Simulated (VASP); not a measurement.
# Ge23Mo (a cell with a defect) in VASP: further runs, part 2 of 2

VASP 6.6.1. The steps go on from the part before.

## (3) Single point, PBEsol+U, collinear spin, ferromagnetic start

The input, INCAR:

```
PREC = Accurate
ENCUT = 350
EDIFF = 1E-5
ISMEAR = 0
SIGMA = 0.03
LREAL = Auto
LASPH = T
NELM = 120
ALGO = Normal
ISIF = 2
LWAVE = F
LCHARG = F
ISPIN = 2
MAGMOM = 2 0 0 0 0 0 0 0 0 0 0 0 0 0 0 0 0 0 0 0 0 0 0 0
LORBIT = 11
LMAXMIX = 4
LDAU = T
LDAUTYPE = 2
LDAUL = 2 -1
LDAUU = 2 0
LDAUJ = 0 0
LDAUPRINT = 1
GGA = PS
ISYM = 0
KPAR = 2
```

The input, KPOINTS:

```
Automatic mesh
0
Gamma
  2 2 2
```

The input, POSCAR:

```
Ge23Mo                                  
1.0
    0.0000000000      8.4863100000      8.4863100000
    5.6575400000      0.0000000000      5.6575400000
    5.6575400000      5.6575400000      0.0000000000
  Mo              Ge            
     1    23
Direct
     0.9913479488936763    0.0017854882720243    0.0042680253908983
     0.0011164155153943    0.9984334096844236    0.5010097170383871
     0.0013735573704476    0.4964635937384478    0.0018681285098418
     0.0006235593671672    0.4977970103612196    0.5005455286547270
     0.3332728276094090    0.0008163704069588    0.0013862519866281
     0.3364173913106913    0.9980375750410720    0.4980937105826891
     0.3361594741945038    0.4971913456367777    0.9989792322965769
     0.3309632110020637    0.5010610153185244    0.5013509292768831
     0.6691255741561255    0.9974467178734583    0.9984181492503353
     0.6639073044408395    0.9999315092729238    0.5054654325757056
     0.6636348757143025    0.5058563536563864    0.0001834755332874
     0.6672150339287168    0.4995082745983119    0.5002817942618153
     0.0838460614502595    0.1219932274923628    0.1264399288185610
     0.0867922855560452    0.1221069050015236    0.6240235730733645
     0.0864835014510838    0.6213981085237279    0.1245119132880652
     0.0811386625863114    0.6243186934497958    0.6278992341156758
     0.4195541674701779    0.1226844516081336    0.1235368621261165
     0.4141429228308797    0.1263469217098867    0.6275944752550390
     0.4139431942819009    0.6272308637803169    0.1265117449229113
     0.4175165245237519    0.6233318585190745    0.6245135923779062
     0.7390804666784130    0.1325036324228420    0.1322084488141794
     0.7511829712415397    0.1249305263293920    0.6244658328192261
     0.7514312545863653    0.6234114556230104    0.1257831311150971
     0.7502058138399302    0.6249496916794012    0.6253518879160725
```

Potentials or basis: VASP PAW PBE potentials, release 64 (Mo_sv, Ge_d).

Launch:

```sh
cat potpaw_PBE.64/Mo_sv/POTCAR potpaw_PBE.64/Ge_d/POTCAR > POTCAR
mpirun -np 4 vasp_std > vasp.out
```

Run time: 12 min. Hardware: 4 MPI ranks of Intel Xeon Platinum 8259CL at 2.50GHz (Skylake/Cascade Lake), shared host; peak memory 0.61 GiB.

It converged, with:

* Free energy: -118.7623 eV
* Largest force: 0.027 eV/Å
* Band gap on the k mesh: 0.18 eV, indirect (least direct gap 0.31 eV)
* Net moment: 2.00 μB per cell
* Site moments: Mo +1.74; Ge +0.02, +0.01, +0.00, -0.00, -0.03 μB
* Valence electrons inside the program's atomic spheres: Mo 12.44; Ge 12.41, 12.40, 12.42, 12.46, 12.48

Forces on the atoms (eV/Å):
```
Mo   0.003 -0.009 -0.015
Ge  -0.010  0.005 -0.002
Ge   0.001 -0.011  0.014
Ge   0.011 -0.012  0.014
Ge   0.009 -0.014 -0.011
Ge   0.006  0.005 -0.004
Ge   0.010 -0.001 -0.002
Ge  -0.015  0.018  0.014
Ge   0.008 -0.008 -0.005
Ge   0.002  0.014 -0.004
Ge  -0.004  0.003 -0.003
Ge  -0.001  0.004 -0.001
Ge  -0.003 -0.017 -0.013
Ge  -0.001  0.003 -0.003
Ge   0.007  0.003 -0.003
Ge  -0.018  0.005  0.018
Ge   0.001 -0.006 -0.018
Ge  -0.003  0.013 -0.008
Ge   0.006  0.009  0.014
Ge   0.005 -0.005  0.014
Ge  -0.010 -0.013 -0.007
Ge   0.000  0.015 -0.002
Ge   0.004 -0.007  0.009
Ge  -0.007  0.004  0.003
```

Levels at points of the mesh, in eV from the valence-band top:
Spin up:
```csv
k point,band 167,band 168,band 169,band 170,band 171,band 172
"(0.00, 0.00, 0.00)",-0.35,-0.07,-0.04,0.38,0.61,0.64
"(0.50, 0.00, 0.00)",-0.61,-0.15,-0.13,0.18,0.65,0.71
"(0.00, 0.50, 0.00)",-0.69,-0.39,-0.29,0.34,0.94,1.07
"(0.00, 0.00, 0.50)",-0.69,-0.39,-0.29,0.34,0.94,1.07
"(0.50, 0.00, 0.50)",-0.91,-0.86,-0.33,0.21,0.71,1.55
"(0.50, 0.50, 0.00)",-0.91,-0.86,-0.33,0.21,0.71,1.55
"(0.00, 0.50, 0.50)",-0.83,-0.75,-0.21,0.28,0.87,1.33
"(0.50, 0.50, 0.50)",-0.73,-0.51,-0.48,0.18,0.73,1.48
```
Spin down:
```csv
k point,band 165,band 166,band 167,band 168,band 169,band 170
"(0.00, 0.00, 0.00)",-0.23,-0.03,0.00,0.33,0.40,0.47
"(0.50, 0.00, 0.00)",-0.61,-0.19,-0.17,0.28,0.35,0.55
"(0.00, 0.50, 0.00)",-0.90,-0.45,-0.42,0.68,0.86,0.98
"(0.00, 0.00, 0.50)",-0.90,-0.45,-0.42,0.68,0.86,0.98
"(0.50, 0.00, 0.50)",-0.89,-0.82,-0.65,0.66,0.90,1.18
"(0.50, 0.50, 0.00)",-0.89,-0.82,-0.65,0.67,0.90,1.19
"(0.00, 0.50, 0.50)",-0.76,-0.66,-0.52,0.68,0.74,1.28
"(0.50, 0.50, 0.50)",-1.04,-0.68,-0.52,0.68,0.93,1.26
```

Eigenvalues of the final occupation matrices:
| site | spin | trace | eigenvalues |
| --- | --- | --- | --- |
| site 1 d | 1 | 2.88 | 0.45 0.46 0.49 0.74 0.74 |
| site 1 d | 2 | 1.16 | 0.06 0.06 0.34 0.35 0.35 |

Caveat: the k mesh is coarse (spacing up to 0.48 Å⁻¹), so the values aren't converged; the cutoff is under 1.25 times the usual one of these potentials, so pressure, stress and relaxed cells hold a basis-set (Pulay) error; the PAW data sets were made with another functional, which shifts forces and pressure a little; the U is typed as a test and isn't derived for this compound.

## (4) Single point, PBEsol+U, collinear spin, ferromagnetic start

Edit INCAR of step 3 so:

```diff
@@ -15,2 +15,3 @@
 LORBIT = 11
+NUPDOWN = 2
 LMAXMIX = 4
@@ -19,3 +20,3 @@
 LDAUL = 2 -1
-LDAUU = 2 0
+LDAUU = 4 0
 LDAUJ = 0 0
```

KPOINTS is that of step 3.

POSCAR is that of step 3.

Potentials or basis: VASP PAW PBE potentials, release 64 (Mo_sv, Ge_d).

Launch:

```sh
cat potpaw_PBE.64/Mo_sv/POTCAR potpaw_PBE.64/Ge_d/POTCAR > POTCAR
mpirun -np 4 vasp_std > vasp.out
```

OUTCAR:

```text
PREC = Accurate
   ENCUT = 350
   EDIFF = 1E-5
   ISMEAR = 0
   LREAL = Auto
   LASPH = T
   NELM = 120
   ISIF = 2
   ISPIN = 2
   LORBIT = 11
   NUPDOWN = 2
   GGA = PS
   ISYM = 0

 ion  position               nearest neighbor table
   1  0.991  0.002  0.004-  21 2.47  14 2.49  15 2.49  13 2.49
   2  0.001  0.998  0.501-  16 2.44  13 2.45  22 2.45  14 2.45
   3  0.001  0.496  0.002-  16 2.44  13 2.45  23 2.45  15 2.45
   4  0.001  0.498  0.501-  16 2.45  24 2.45  14 2.45  15 2.46
   5  0.333  0.001  0.001-  17 2.44  19 2.44  18 2.44  13 2.44
   6  0.336  0.998  0.498-  14 2.45  18 2.45  17 2.45  20 2.45
[... 16 lines left out ...]
  23  0.751  0.623  0.126-   9 2.44  12 2.45   3 2.45  11 2.45
  24  0.750  0.625  0.625-  11 2.45  12 2.45  10 2.45   4 2.45

IMPORTANT INFORMATION: All symmetrisations will be switched off!
NOSYMM: (Re-)initialisation of all symmetry stuff for point group C_1.

----------------------------------------------------------------------------------------

                                     Primitive cell

  volume of cell :     543.2555

  direct lattice vectors                    reciprocal lattice vectors
     0.000000000  8.486310000  8.486310000    -0.058918423  0.058918423  0.058918423
     5.657540000  0.000000000  5.657540000     0.088377634 -0.088377634  0.088377634
     5.657540000  5.657540000  0.000000000     0.088377634  0.088377634 -0.088377634

  length of vectors
    12.001454697  8.000969798  8.000969798     0.102049702  0.153074553  0.153074553

  position of ions in fractional coordinates (direct lattice)
     0.991347949  0.001785488  0.004268025
     0.001116416  0.998433410  0.501009717
     0.001373557  0.496463594  0.001868129
     0.000623559  0.497797010  0.500545529
     0.333272828  0.000816370  0.001386252
     0.336417391  0.998037575  0.498093711
[... 16 lines left out ...]
     0.751431255  0.623411456  0.125783131
     0.750205814  0.624949692  0.625351888

  ion indices of the primitive-cell ions
   primitive index   ion index
                 1           1
[... 1635 lines left out ...]
    179       7.2010      0.00000
    180       7.3135      0.00000
 Fermi energy:         4.8730356347

 spin component 2

 k-point     1 :       0.0000    0.0000    0.0000
  band No.  band energies     occupation
      1     -55.3081      1.00000
      2     -29.4533      1.00000
      3     -29.4134      1.00000
      4     -29.3892      1.00000
      5     -19.8427      1.00000
      6     -19.8335      1.00000
[... 1453 lines left out ...]
    179       7.2685      0.00000
    180       7.4865      0.00000
 [bands above 180 left out]

------------------------ aborting loop because EDIFF is reached ----------------------------------------

  FORCE on cell =-STRESS in cart. coord.  units (eV):
  Direction    XX          YY          ZZ          XY          YZ          ZX
  --------------------------------------------------------------------------------------
  -------------------------------------------------------------------------------------
  Total        4.2498915      4.6025148      4.5820889      1.3809124     -1.3883946      1.3806298
  in kB       12.5338437     13.5738055     13.5135652      4.0726074     -4.0946740      4.0717741
  external PRESSURE =      13.2070715 kB  Pullay stress =       0.0000000 kB

 VOLUME and BASIS-vectors are now :
 -----------------------------------------------------------------------------
  energy-cutoff  :      350.00
  volume of cell :      543.26
      direct lattice vectors                 reciprocal lattice vectors
     0.000000000  8.486310000  8.486310000    -0.058918423  0.058918423  0.058918423
     5.657540000  0.000000000  5.657540000     0.088377634 -0.088377634  0.088377634
     5.657540000  5.657540000  0.000000000     0.088377634  0.088377634 -0.088377634

 POSITION                                       TOTAL-FORCE (eV/Angst)
 -----------------------------------------------------------------------------------
      0.03425      8.43703      8.42299         0.007499     -0.023001     -0.029573
      8.48316      2.84396      5.65815        -0.010270      0.005790      0.022380
      2.81933      0.02223      2.82042         0.000298      0.013215      0.015721
      5.64816      2.83715      2.82160        -0.013853     -0.010221      0.016066
      0.01246      2.83610      2.83288         0.020640     -0.020291     -0.016880
      8.46442      5.67293      8.50138         0.007986     -0.005095     -0.007135
[... 16 lines left out ...]
      4.23860      7.08850      9.90385         0.000664     -0.006764      0.014641
      7.07363      9.90443      9.90216        -0.007854      0.008521      0.007201
 -----------------------------------------------------------------------------------
    total drift:                                0.004653     -0.001895     -0.004973

  FREE ENERGIE OF THE ION-ELECTRON SYSTEM (eV)
  ---------------------------------------------------
  free  energy   TOTEN  =      -116.8985930282 eV

  energy  without entropy=     -116.8985681616  energy(sigma->0) =     -116.89858059

 total charge

# of ion       s       p       d       tot
------------------------------------------
    1        2.362   6.085   3.983  12.430
    2        1.124   1.260  10.023  12.407
    3        1.124   1.260  10.024  12.407
    4        1.122   1.255  10.022  12.400
    5        1.121   1.278  10.023  12.421
    6        1.117   1.273  10.023  12.413
[... 16 lines left out ...]
   23        1.116   1.277  10.023  12.416
   24        1.114   1.274  10.022  12.410
--------------------------------------------------
tot         28.139  35.494 234.514 298.148

 magnetization (x)

# of ion       s       p       d       tot
------------------------------------------
    1        0.034   0.001   2.037   2.072
    2        0.003   0.009  -0.001   0.011
    3        0.003   0.009  -0.001   0.011
    4        0.003   0.010  -0.001   0.012
    5       -0.000  -0.002  -0.001  -0.004
    6        0.002  -0.000  -0.001   0.001
[... 16 lines left out ...]
   23       -0.000   0.001  -0.000   0.000
   24       -0.000   0.003  -0.000   0.002
--------------------------------------------------
tot         -0.012  -0.190   2.073   1.871
```

stdout:

```text
POSCAR found type information on POSCAR MoGe
 POSCAR found :  2 types and      24 ions
 scaLAPACK will be used
 -----------------------------------------------------------------------------
|                                                                             |
|                                                                             |
|     You enforced a specific xc type in the INCAR file but a different       |
|     I HOPE YOU KNOW WHAT YOU ARE DOING!                                     |
|                                                                             |
 -----------------------------------------------------------------------------

 LDA part: xc-table for (Slater+PW92), standard interpolation
 POSCAR, INCAR and KPOINTS ok, starting setup
 FFT: planning ... GRIDC
 FFT: planning ... GRID_SOFT
 FFT: planning ... GRID
 WAVECAR not read
 entering main loop
```

Run time: 13 min. Hardware: 4 MPI ranks of Intel Xeon Platinum 8259CL at 2.50GHz (Skylake/Cascade Lake), shared host; peak memory 0.6 GiB.

Results:

| Quantity | Value |
| --- | --- |
| Free energy | -116.8986 eV |
| Largest force | 0.267 eV/Å |
| Net moment | 2.00 μB per cell |
| Site moments | Mo +2.07; Ge +0.01, -0.00, +0.00, -0.05, -0.01, -0.06 μB |
| Valence electrons inside the program's atomic spheres | Mo 12.43; Ge 12.41, 12.40, 12.42, 12.46, 12.49 |

Forces in eV/Å, atoms in the order of the input:
```
Mo   0.007 -0.023 -0.030
Ge  -0.010  0.006  0.022
Ge   0.000  0.013  0.016
Ge  -0.014 -0.010  0.016
Ge   0.021 -0.020 -0.017
Ge   0.008 -0.005 -0.007
Ge   0.011 -0.004 -0.012
Ge  -0.020  0.022  0.018
Ge   0.025 -0.004 -0.001
Ge  -0.004  0.002  0.005
Ge  -0.010  0.011 -0.016
Ge  -0.001  0.002 -0.004
Ge   0.125  0.118  0.121
Ge  -0.140 -0.121  0.137
Ge  -0.132  0.143 -0.128
Ge  -0.009 -0.001  0.011
Ge  -0.009 -0.002 -0.014
Ge   0.000  0.014 -0.011
Ge   0.008  0.005  0.016
Ge   0.009 -0.006  0.013
Ge   0.145 -0.163 -0.155
Ge  -0.003  0.021 -0.002
Ge   0.001 -0.007  0.015
Ge  -0.008  0.009  0.007
```

Eigenvalues of the final occupation matrices:
```
    site  spin  trace               eigenvalues
site 1 d     1   3.04  0.47 0.48 0.53 0.78 0.78
site 1 d     2   0.99  0.04 0.04 0.29 0.31 0.31
```

Caveat: the k mesh is coarse (spacing up to 0.48 Å⁻¹), so the values aren't converged; the cutoff is under 1.25 times the usual one of these potentials, so pressure, stress and relaxed cells hold a basis-set (Pulay) error; the PAW data sets were made with another functional, which shifts forces and pressure a little; the total moment is fixed, so each spin has its own Fermi level; the U is typed as a test and isn't derived for this compound. The state reached can hang on the start; a lower one may exist.

## (5) Single point, PBEsol+U, collinear spin, ferromagnetic start

Edit INCAR of step 4 so:

```diff
@@ -20,3 +20,3 @@
 LDAUL = 2 -1
-LDAUU = 4 0
+LDAUU = 2 0
 LDAUJ = 0 0
@@ -25,2 +25,2 @@
 ISYM = 0
-KPAR = 2
+KPAR = 4
```

The input, KPOINTS:

```
Automatic mesh
0
Gamma
  2 3 3
```

POSCAR is that of step 4.

Launch:

```sh
cat potpaw_PBE.64/Mo_sv/POTCAR potpaw_PBE.64/Ge_d/POTCAR > POTCAR
mpirun -np 4 vasp_std > vasp.out
```

It took 17 min on 4 MPI ranks of Intel Xeon Platinum 8259CL at 2.50GHz (Skylake/Cascade Lake), shared host; peak memory 1.1 GiB.

Results (log left out):

```yaml
Free_energy: -119.8975 eV
Largest_force: 0.236 eV/Å
Net_moment: 2.00 μB per cell
Site_moments: Mo +1.78; Ge +0.01, +0.00, -0.00, -0.04, -0.03 μB
Valence_electrons_inside_the_program's_atomic_spheres: Mo 12.45; Ge 12.40, 12.42, 12.41, 12.46, 12.48
```

Forces on the atoms (eV/Å):
```
Mo  -0.178  0.111  0.107
Ge   0.013 -0.011  0.007
Ge   0.025 -0.002  0.002
Ge   0.006 -0.020  0.006
Ge   0.009 -0.038 -0.034
Ge  -0.006  0.003 -0.010
Ge  -0.003 -0.007 -0.004
Ge  -0.013  0.036  0.031
Ge   0.083 -0.010 -0.008
Ge  -0.006  0.021  0.010
Ge  -0.012  0.017  0.004
Ge   0.013  0.016  0.010
Ge  -0.048 -0.051 -0.047
Ge   0.065  0.019 -0.045
Ge   0.072 -0.040  0.012
Ge  -0.042  0.007  0.021
Ge   0.006  0.013  0.002
Ge   0.016  0.023 -0.012
Ge   0.024  0.005  0.024
Ge   0.000 -0.024 -0.006
Ge   0.019 -0.037 -0.033
Ge  -0.012 -0.015  0.002
Ge  -0.008 -0.002 -0.022
Ge  -0.022 -0.012 -0.015
```

Eigenvalues of the final occupation matrices:
| site | spin | trace | eigenvalues |
| --- | --- | --- | --- |
| site 1 d | 1 | 2.91 | 0.48 0.49 0.49 0.73 0.73 |
| site 1 d | 2 | 1.15 | 0.05 0.06 0.34 0.34 0.35 |

Caveat: the cutoff is under 1.25 times the usual one of these potentials, so pressure, stress and relaxed cells hold a basis-set (Pulay) error; the PAW data sets were made with another functional, which shifts forces and pressure a little; the total moment is fixed, so each spin has its own Fermi level; the U is typed as a test and isn't derived for this compound.

## (6) Single point, PBEsol+U, collinear spin, zero start

Edit INCAR of step 5 so:

```diff
@@ -13,5 +13,5 @@
 ISPIN = 2
-MAGMOM = 2 0 0 0 0 0 0 0 0 0 0 0 0 0 0 0 0 0 0 0 0 0 0 0
+MAGMOM = 0 0 0 0 0 0 0 0 0 0 0 0 0 0 0 0 0 0 0 0 0 0 0 0
 LORBIT = 11
-NUPDOWN = 2
+NUPDOWN = 0
 LMAXMIX = 4
@@ -25,2 +25,2 @@
 ISYM = 0
-KPAR = 4
+KPAR = 2
```

The input, KPOINTS:

```
Automatic mesh
0
Gamma
  2 2 2
```

POSCAR is that of step 5.

Potentials or basis: VASP PAW PBE potentials, release 64 (Mo_sv, Ge_d).

Launch:

```sh
cat potpaw_PBE.64/Mo_sv/POTCAR potpaw_PBE.64/Ge_d/POTCAR > POTCAR
mpirun -np 4 vasp_std > vasp.out
```

It took 18 min on 4 MPI ranks of Intel Xeon Platinum 8259CL at 2.50GHz (Skylake/Cascade Lake), shared host; peak memory 0.62 GiB.

It converged, with:

```yaml
Free_energy: -118.3360 eV
Largest_force: 0.709 eV/Å
Net_moment: 0.00 μB per cell
Valence_electrons_inside_the_program's_atomic_spheres: Mo 12.41; Ge 12.40, 12.39, 12.42, 12.41, 12.45, 12.48
```

Forces in eV/Å, atoms in the order of the input:
```
Mo  -0.001 -0.010 -0.013
Ge   0.039 -0.010 -0.107
Ge   0.051 -0.117  0.002
Ge   0.110 -0.051 -0.025
Ge   0.024 -0.013 -0.011
Ge  -0.029 -0.022  0.002
Ge  -0.024  0.002 -0.029
Ge  -0.014 -0.001 -0.003
Ge  -0.067 -0.040 -0.037
Ge   0.016  0.015 -0.053
Ge   0.013 -0.049 -0.003
Ge  -0.011 -0.002 -0.005
Ge  -0.552 -0.320 -0.310
Ge   0.288  0.425 -0.229
Ge   0.296 -0.221  0.413
Ge  -0.030  0.041  0.054
Ge   0.028  0.012  0.000
Ge   0.012  0.018  0.009
Ge   0.020  0.028  0.021
Ge   0.008  0.003  0.020
Ge  -0.261  0.305  0.306
Ge   0.037  0.019 -0.003
Ge   0.041 -0.006  0.012
Ge   0.005 -0.008 -0.012
```

Eigenvalues of the final occupation matrices:
| site | spin | trace | eigenvalues |
| --- | --- | --- | --- |
| site 1 d | 1 | 2.01 | 0.36 0.40 0.40 0.42 0.44 |
| site 1 d | 2 | 2.01 | 0.36 0.40 0.40 0.42 0.44 |

Caveat: the k mesh is coarse (spacing up to 0.48 Å⁻¹), so the values aren't converged; the cutoff is under 1.25 times the usual one of these potentials, so pressure, stress and relaxed cells hold a basis-set (Pulay) error; the PAW data sets were made with another functional, which shifts forces and pressure a little; the total moment is fixed, so each spin has its own Fermi level; the U is typed as a test and isn't derived for this compound. The state reached can hang on the start; a lower one may exist.

## (7) Summary

| task | spin | U | fixed moment (μB) | cell | k mesh | mesh quality | moment (μB) | largest force (eV/Å) |
| --- | --- | --- | --- | --- | --- | --- | --- | --- |
| relaxation of the atoms | collinear, ferromagnetic start | Mo d U = 2 eV | 2 | atoms relaxed from: atoms moved at random, drawn with an rms of 0.05 Å | 2 × 2 × 2 | coarse | 2.00 | 0.02 |
| single point | collinear, ferromagnetic start | Mo d U = 2 eV | - | as given | 2 × 2 × 2 | coarse | 2.00 | 0.03 |
| single point | collinear, ferromagnetic start | Mo d U = 4 eV | 2 | as given | 2 × 2 × 2 | coarse | 2.00 | 0.27 |
| single point | collinear, ferromagnetic start | Mo d U = 2 eV | 2 | as given | 2 × 3 × 3 | not flagged | 2.00 | 0.24 |
| single point | collinear, zero start | Mo d U = 2 eV | 0 | as given | 2 × 2 × 2 | coarse | 0.00 | 0.71 |

Alike in all rows: level PBEsol+U; potentials or basis VASP PAW PBE potentials, release 64 (Mo_sv, Ge_d); cutoff (eV) 350; smearing gaussian 0.03 eV.

Caveats: some runs use coarse meshes; the cutoff is under 1.25 times the usual one of these potentials, so pressure, stress and relaxed cells hold a basis-set (Pulay) error; the PAW data sets were made with another functional, which shifts forces and pressure a little; the U is typed as a test and isn't derived for this compound; the total moment is fixed, so each spin has its own Fermi level (some runs).

Absolute energies hang on the potentials; compare differences alone.
